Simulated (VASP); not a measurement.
## NiF in VASP: the effect of target pressure

Crystal: NiF.

```
CELL_PARAMETERS angstrom
0.00000 2.33484 2.33484
2.33484 0.00000 2.33484
2.33484 2.33484 0.00000
ATOMIC_POSITIONS crystal
Ni 0.00000 0.00000 0.00000
F 0.75000 0.75000 0.75000
```

The cell was built by a generator and needn't be a form met in nature.

Alike in all runs:

- Program: VASP 6.6.1
- Task: relaxation of cell and atoms
- Functional: LDA
- Potentials or basis: VASP PAW LDA potentials, release 64 (Ni, F)
- Cutoff: 600 eV
- k mesh: 7 × 7 × 7
- Occupations: fermi-dirac, width 0.05 eV
- Spin: collinear spin, ferromagnetic start
- Starting moments: [1.0, 0.0] μB

Each run relaxes the cell or the atoms first.

```csv
target pressure,target pressure,relaxed volume (Å³/atom),moment (μB)
0 GPa,-,12.14,1.15
2 GPa,2 GPa,11.92,1.14
5 GPa,5 GPa,11.64,1.13
10 GPa,10 GPa,11.22,1.12
20 GPa,20 GPa,?,?
30 GPa,30 GPa,10.11,1.09
```

Question: What does the run with target pressure 20 GPa give?

Answer: Relaxed volume 10.59 Å³/atom; moment 1.10 μB.

Worked out: In Murnaghan's law V^(-B') rises as a straight line in P. The other rows fit best with B' = 4.3, V0 = 12.14 Å³/atom and B0 = 108 GPa, which gives 10.59 Å³/atom at 20 GPa, against the run's 10.59. A straight line through the other rows of the moment, of slope -0.00186 μB per GPa, gives 1.11 μB, against the run's 1.10.

Caveats: a cell with one magnetic atom can't hold antiferromagnetic order, which such compounds often take; the cell is relaxed towards a set pressure, so the enthalpy falls and the energy may rise (some runs); the volume moved by over 15 % at a fixed basis, so the end points are rough (some runs).
